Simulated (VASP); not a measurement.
# Lattice of InAs, functional by functional, part 2 of 3

How much does the relaxed cell of InAs depend on the functional? The starting structure is a measured crystal structure from the Crystallography Open Database. The first relaxation on each setting starts from this cell expanded by 3 % in volume.

VASP 6.6.1.

Results so far: PBEsol 28.25 Å³ an atom; LDA 27.44 Å³ an atom; PBE 29.64 Å³ an atom.

### Step 5. Relaxation with PBEsol + D3(BJ)

Level of this step: PBEsol with D3(BJ); plane waves and PAW (In_d, As) (VASP).

D3 with Becke-Johnson damping keeps a finite attraction at short range. This run starts from the cell of an earlier relaxation, which isn't shown; the restart sets up the plane waves anew.

The input, INCAR:

```
SYSTEM = InAs
PREC = Accurate
ENCUT = 450
EDIFF = 1E-06
NELM = 100
ISMEAR = 0
SIGMA = 0.05
LREAL = .FALSE.
ALGO = Normal
GGA = PS
IVDW = 12
NBANDS = 15
LORBIT = 11
LWAVE = .FALSE.
LCHARG = .FALSE.
KPAR = 8
IBRION = 2
NSW = 50
ISIF = 3
EDIFFG = -0.006
```

The input, POSCAR:

```
InAs
1.0
    0.0000000000      3.0150642977      3.0150642977
    3.0150642977      0.0000000000      3.0150642977
    3.0150642977      3.0150642977      0.0000000000
In As
1 1
Direct
    0.0000000000      0.0000000000      0.0000000000
    0.7500000000      0.7500000000      0.7500000000
```

The input, KPOINTS:

```
Automatic mesh
0
Gamma
10 10 10
0 0 0
```

PAW data sets: In_d and As (PBE family, release 64).

On the command line:

```bash
$ mpirun -np 8 vasp_std
```

The log of the run:

```text
[banner, memory and clock lines left out]
running    8 mpi-ranks, on    1 nodes
[...]
[... a notice as in an earlier step ...]

 [... a notice as in an earlier step ...]

 LDA part: xc-table for (Slater+PW92), standard interpolation
 POSCAR, INCAR and KPOINTS ok, starting setup
[...]
entering main loop
       N       E                     dE             d eps       ncg     rms          rms(c)
DAV:   1     0.106894554356E+03    0.10689E+03   -0.77782E+03  1410   0.118E+03
DAV:   2    -0.166835157614E+01   -0.10856E+03   -0.10453E+03  1501   0.282E+02
DAV:   3    -0.859701132164E+01   -0.69287E+01   -0.68903E+01  1816   0.753E+01
DAV:   4    -0.877488334805E+01   -0.17787E+00   -0.17783E+00  1711   0.134E+01
[...]
DAV:  10    -0.847940448733E+01   -0.70863E-04   -0.13347E-04  2136   0.179E-01    0.697E-02
DAV:  11    -0.847942267734E+01   -0.18190E-04   -0.56447E-05  1613   0.115E-01    0.519E-02
DAV:  12    -0.847942266448E+01    0.12856E-07   -0.60178E-06  1591   0.304E-02
   1 F= -.91159326E+01 E0= -.91158940E+01  d E =-.911593E+01
[...]
reached required accuracy - stopping structural energy minimisation
```

It took 3.2 s on 8 MPI ranks of Intel Xeon 6975P-C (Granite Rapids), shared host; peak memory 1.5 GiB.

From OUTCAR (step 5):

```text
 Edisp (eV)   -0.63651

  Total      -0.00926    -0.00926    -0.00926    -0.00000    -0.00000     0.00000
  in kB      -0.27064    -0.27064    -0.27064    -0.00000    -0.00000     0.00000
  external pressure =       -0.27 kB  Pullay stress =        0.00 kB

 POSITION                                       TOTAL-FORCE (eV/Angst)
 -----------------------------------------------------------------------------------
      0.00000      0.00000      0.00000        -0.000000     -0.000000     -0.000000
      4.52260      4.52260      4.52260         0.000000      0.000000      0.000000
 -----------------------------------------------------------------------------------
    total drift:                                0.000000      0.000000      0.000000

  FREE ENERGIE OF THE ION-ELECTRON SYSTEM (eV)
  ---------------------------------------------------
  free  energy   TOTEN  =        -9.1159325984 eV

  energy  without entropy=       -9.1158553954  energy(sigma->0) =       -9.11589400

[... 2 parts as in an earlier step ...]

[... 2 further parts left out ...]
[key lines of the parts left out:]
E-fermi :   4.4738
```

With PBEsol + D3(BJ) the relaxed cell holds 27.409 Å³ an atom, -1.37 % against the measured cell, with a = 6.030 Å. That is -2.99 % from PBEsol. Pressures at 0.985 and 1.015 times this volume, from two more relaxations that aren't shown, give a bulk modulus of 60.5 GPa.

### Step 6. Relaxation with r2SCAN

r2SCAN adds the kinetic-energy density, costs more than a GGA and is run with LASPH.

Changes to INCAR since step 5:

```diff
@@ -9,4 +9,4 @@
 ALGO = Normal
-GGA = PS
-IVDW = 12
+METAGGA = R2SCAN
+LASPH = .TRUE.
 NBANDS = 15
```

The input, POSCAR:

```
InAs
1.0
    0.0000000000      3.0589920495      3.0589920495
    3.0589920495      0.0000000000      3.0589920495
    3.0589920495      3.0589920495      0.0000000000
In As
1 1
Direct
    0.0000000000      0.0000000000      0.0000000000
    0.7500000000      0.7500000000      0.7500000000
```

KPOINTS is that of step 5.

On the command line:

```bash
$ mpirun -np 8 vasp_std
```

The log of the run:

```text
[banner, memory and clock lines left out]
running    8 mpi-ranks, on    1 nodes
[...]
[... a notice as in an earlier step ...]

 [... a notice as in an earlier step ...]

 LDA part: xc-table for (None), standard interpolation
 POSCAR, INCAR and KPOINTS ok, starting setup
[...]
entering main loop
       N       E                     dE             d eps       ncg     rms          rms(c)
DAV:   1     0.775479784218E+02    0.77548E+02   -0.79445E+03  1410   0.119E+03
DAV:   2    -0.336218949172E+02   -0.11117E+03   -0.10669E+03  1501   0.292E+02
DAV:   3    -0.412594347402E+02   -0.76375E+01   -0.75992E+01  1872   0.802E+01
DAV:   4    -0.414536168953E+02   -0.19418E+00   -0.19413E+00  1779   0.142E+01
[...]
DAV:  11    -0.380605682427E+02   -0.32810E-04   -0.88514E-05  1697   0.152E-01    0.411E-02
DAV:  12    -0.380605598335E+02    0.84093E-05   -0.18574E-05  1758   0.351E-02    0.418E-02
DAV:  13    -0.380605598779E+02   -0.44405E-07   -0.48555E-06  1767   0.201E-02
[...]
DAV:   3    -0.380607206468E+02    0.57365E-03   -0.16233E-03  1816   0.900E-01    0.122E-01
DAV:   4    -0.380607269549E+02   -0.63082E-05   -0.77740E-05  1487   0.793E-02    0.123E-01
[...]
DAV:   8    -0.380607132626E+02   -0.26167E-05   -0.67768E-05  1940   0.646E-02    0.459E-02
DAV:   9    -0.380607156034E+02   -0.23408E-05   -0.88033E-06  2059   0.277E-02    0.665E-03
DAV:  10    -0.380607164818E+02   -0.87844E-06   -0.70326E-07   957   0.853E-03
   2 F= -.38060716E+02 E0= -.38060694E+02  d E =-.156604E-03
 trial-energy change:   -0.000157  1 .order   -0.000100   -0.000392    0.000192
 step:   0.7730(harm=  0.6708)  dis= 0.00000  next Energy=   -38.060738 (dE=-0.178E-03)
[...]
N       E                     dE             d eps       ncg     rms          rms(c)
DAV:   1    -0.380609451073E+02   -0.22950E-03   -0.55325E-03  1781   0.147E+00    0.101E-01
DAV:   2    -0.380607665612E+02    0.17855E-03   -0.37513E-04  1767   0.453E-01    0.335E-02
DAV:   3    -0.380607351666E+02    0.31395E-04   -0.80516E-05  1830   0.201E-01    0.302E-02
DAV:   4    -0.380607353383E+02   -0.17173E-06   -0.39838E-06  1459   0.178E-02
   3 F= -.38060735E+02 E0= -.38060711E+02  d E =-.175460E-03
[...]
reached required accuracy - stopping structural energy minimisation
```

The job ended after 26 s (8 MPI ranks; peak memory 1.6 GiB; 3.4 min of CPU time).

Parts of OUTCAR (step 6):

```text
  Total       -0.0027163     -0.0027163     -0.0027163     -0.0000000     -0.0000000     -0.0000000
  in kB       -0.0763337     -0.0763337     -0.0763337     -0.0000000     -0.0000000     -0.0000000
  external PRESSURE =      -0.0763337 kB  Pullay stress =       0.0000000 kB

 POSITION                                       TOTAL-FORCE (eV/Angst)
 -----------------------------------------------------------------------------------
      0.00000      0.00000      0.00000         0.000000      0.000000      0.000000
      4.58219      4.58219      4.58219        -0.000000     -0.000000     -0.000000
 -----------------------------------------------------------------------------------
    total drift:                               -0.000004     -0.000004     -0.000004

  FREE ENERGIE OF THE ION-ELECTRON SYSTEM (eV)
  ---------------------------------------------------
  free  energy   TOTEN  =       -38.0607353383 eV

  energy  without entropy=      -38.0606859322  energy(sigma->0) =      -38.06071064

[... 2 parts as in an earlier step ...]

[... 2 further parts left out ...]
[key lines of the parts left out:]
E-fermi :   4.0153
```

With r2SCAN the relaxed cell holds 28.507 Å³ an atom, +2.58 % against the measured cell, with a = 6.110 Å. That is +0.89 % from PBEsol. Pressures at 0.985 and 1.015 times this volume, from two more relaxations that aren't shown, give a bulk modulus of 58.3 GPa.

### Step 7. Relaxation with r2SCAN + rVV10

rVV10 adds a nonlocal correlation energy for dispersion. This run starts from the cell of an earlier relaxation, which isn't shown; the restart sets up the plane waves anew.

Changes to INCAR since step 6:

```diff
@@ -10,2 +10,6 @@
 METAGGA = R2SCAN
+LUSE_VDW = .TRUE.
+IVDW_NL = 2
+BPARAM = 11.95
+CPARAM = 0.0093
 LASPH = .TRUE.
```

The input, POSCAR:

```
InAs
1.0
    0.0000000000      3.0435667680      3.0435667680
    3.0435667680      0.0000000000      3.0435667680
    3.0435667680      3.0435667680      0.0000000000
In As
1 1
Direct
    0.0000000000      0.0000000000      0.0000000000
    0.7500000000      0.7500000000      0.7500000000
```

KPOINTS is that of step 6.

On the command line:

```bash
$ mpirun -np 8 vasp_std
```

The log of the run:

```text
[banner, memory and clock lines left out]
running    8 mpi-ranks, on    1 nodes
[...]
[... a notice as in an earlier step ...]

|                                                                             |
|               ----> ADVICE to this user running VASP <----                  |
|                                                                             |
|     You have switched on vdW-DFT.                                           |
|     This routine was written and supplied by Jiri Klimes. We recommend      |
|     that you carefully read and cite the following publications:            |
|       J. Klimes, D.R. Bowler, A. Michelides                                 |
|          J. Phys.: Cond Matt. 22 022201 (2010)                              |
|       J. Klimes, D.R. Bowler, A. Michelides                                 |
|          Phys. Rev. B. 83, 195131 (2011)                                    |
|     and references therein.                                                 |
[...]
Total rVV10 correction in eV:      0.5228312    21.1357027
Total rVV10 correction in eV:      0.5228312    21.1357027
Total rVV10 correction in eV:      0.5228312    21.1357027
DAV:   4    -0.375357375783E+02   -0.22274E-06   -0.15795E-06   868   0.118E-02
Total rVV10 correction in eV:      0.5228050    21.1357027
Total rVV10 correction in eV:      0.5228050    21.1357027
Total rVV10 correction in eV:      0.5228050    21.1357027
Total rVV10 correction in eV:      0.5228050    21.1357027
Total rVV10 correction in eV:      0.5228050    21.1357027
Total rVV10 correction in eV:      0.5228050    21.1357027
Total rVV10 correction in eV:      0.5228050    21.1357027
Total rVV10 correction in eV:      0.5228050    21.1357027
Total rVV10 correction in eV:      0.5228196    21.1357027
Total rVV10 correction in eV:      0.5228196    21.1357027
Total rVV10 correction in eV:      0.5228196    21.1357027
Total rVV10 correction in eV:      0.5228196    21.1357027
Total rVV10 correction in eV:      0.5228196    21.1357027
Total rVV10 correction in eV:      0.5228196    21.1357027
Total rVV10 correction in eV:      0.5228196    21.1357027
Total rVV10 correction in eV:      0.5228196    21.1357027
   3 F= -.37535738E+02 E0= -.37535724E+02  d E =0.157993E-05
[...]
reached required accuracy - stopping structural energy minimisation
```

The job ended after 60 s (8 MPI ranks; peak memory 2.5 GiB).

OUTCAR, selected parts (step 7):

```text
  Total       -0.0015032     -0.0015032     -0.0015032     -0.0000000      0.0000000     -0.0000000
  in kB       -0.0426904     -0.0426904     -0.0426904     -0.0000000      0.0000000     -0.0000000
  external PRESSURE =      -0.0426904 kB  Pullay stress =       0.0000000 kB

 POSITION                                       TOTAL-FORCE (eV/Angst)
 -----------------------------------------------------------------------------------
      0.00000      0.00000      0.00000        -0.000000      0.000000     -0.000000
      4.56614      4.56614      4.56614         0.000000     -0.000000      0.000000
 -----------------------------------------------------------------------------------
    total drift:                               -0.000003     -0.000003     -0.000003

  FREE ENERGIE OF THE ION-ELECTRON SYSTEM (eV)
  ---------------------------------------------------
  free  energy   TOTEN  =       -37.5357375783 eV

  energy  without entropy=      -37.5357110246  energy(sigma->0) =      -37.53572430

[... 2 parts as in an earlier step ...]

[... 2 further parts left out ...]
[key lines of the parts left out:]
E-fermi :   4.1222
```

With r2SCAN + rVV10 the relaxed cell holds 28.208 Å³ an atom, +1.50 % against the measured cell, with a = 6.088 Å. That is -0.16 % from PBEsol. Pressures at 0.985 and 1.015 times this volume, from two more relaxations that aren't shown, give a bulk modulus of 60.1 GPa.

### Step 8. Relaxation with rev-vdW-DF2

rev-vdW-DF2 revises the exchange of vdW-DF2 for solids. This run starts from the cell of an earlier relaxation, which isn't shown; the restart sets up the plane waves anew.

Changes to INCAR since step 7:

```diff
@@ -9,7 +9,8 @@
 ALGO = Normal
-METAGGA = R2SCAN
+GGA = MK
+AGGAC = 0
 LUSE_VDW = .TRUE.
-IVDW_NL = 2
-BPARAM = 11.95
-CPARAM = 0.0093
+PARAM1 = 0.1234
+PARAM2 = 0.711357
+ZAB_VDW = -1.8867
 LASPH = .TRUE.
```

The input, POSCAR:

```
InAs
1.0
    0.0000000000      3.0762828441      3.0762828441
    3.0762828441      0.0000000000      3.0762828441
    3.0762828441      3.0762828441      0.0000000000
In As
1 1
Direct
    0.0000000000      0.0000000000      0.0000000000
    0.7500000000      0.7500000000      0.7500000000
```

KPOINTS is that of step 7.

On the command line:

```bash
$ mpirun -np 8 vasp_std
```

The log of the run:

```text
[banner, memory and clock lines left out]
running    8 mpi-ranks, on    1 nodes
[...]
[... a notice as in an earlier step ...]

 [... a notice as in an earlier step ...]

 [... a notice as in an earlier step ...]

 LDA part: xc-table for (Slater+PW92), standard interpolation
 POSCAR, INCAR and KPOINTS ok, starting setup
[...]
entering main loop
       N       E                     dE             d eps       ncg     rms          rms(c)
DAV:   1     0.114362543180E+03    0.11436E+03   -0.77183E+03  1424   0.117E+03
DAV:   2     0.386820084921E+01   -0.11049E+03   -0.10623E+03  1515   0.291E+02
DAV:   3    -0.360715842269E+01   -0.74754E+01   -0.74403E+01  1816   0.782E+01
DAV:   4    -0.380215215246E+01   -0.19499E+00   -0.19492E+00  1742   0.142E+01
[...]
DAV:  10    -0.353503134029E+01   -0.48741E-04   -0.11320E-04  2149   0.154E-01    0.614E-02
DAV:  11    -0.353504399478E+01   -0.12654E-04   -0.41973E-05  1593   0.962E-02    0.443E-02
DAV:  12    -0.353504463095E+01   -0.63618E-06   -0.51331E-06  1645   0.248E-02
   1 F= -.35350446E+01 E0= -.35350059E+01  d E =-.353504E+01
[...]
reached required accuracy - stopping structural energy minimisation
```

The job ended after 21 s (8 MPI ranks; peak memory 2.9 GiB; 2.7 min of CPU time).

[end of part 2 of 3]

[Lines on the potential files, build, host, timing and source positions are cut from VASP's logs without a mark.]

[Logs are printed without paths, hosts, clocks, repeated set-up lines and the standing remarks that a program may print on its own settings, such as how far it seeks lower states.]

[Hosts, paths, dates, database ids (printed as entryN), source tags and the programs' standing remarks are cut or masked in the printed files.]
